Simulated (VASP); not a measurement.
Data:

```
RbBr
1.0
    0.00000     3.46215     3.46215
    3.46215     0.00000     3.46215
    3.46215     3.46215     0.00000
Rb Br
1 1
Direct
  0.00000   0.00000   0.00000
  0.50000   0.50000   0.50000
```

All values below come from r2SCAN meta-GGA, VASP's PBE PAW potentials (set 64) (plane waves; VASP). Settings: 520 eV cut-off, 8×8×8 Γ-centred mesh, tetrahedra with Blöchl corrections, potentials Rb_sv Br.

What does the run give for the energy per atom (σ→0), band gap (over mesh and band path) with the smallest direct gap where there is one?

```json
{
  "band gap (over mesh and band path)": "4.89 eV",
  "smallest direct gap (over mesh and band path)": "4.89 eV",
  "energy per atom (σ→0)": "-15.578 eV/atom"
}
```

The compound is RbBr in the rock salt structure. It was relaxed first.
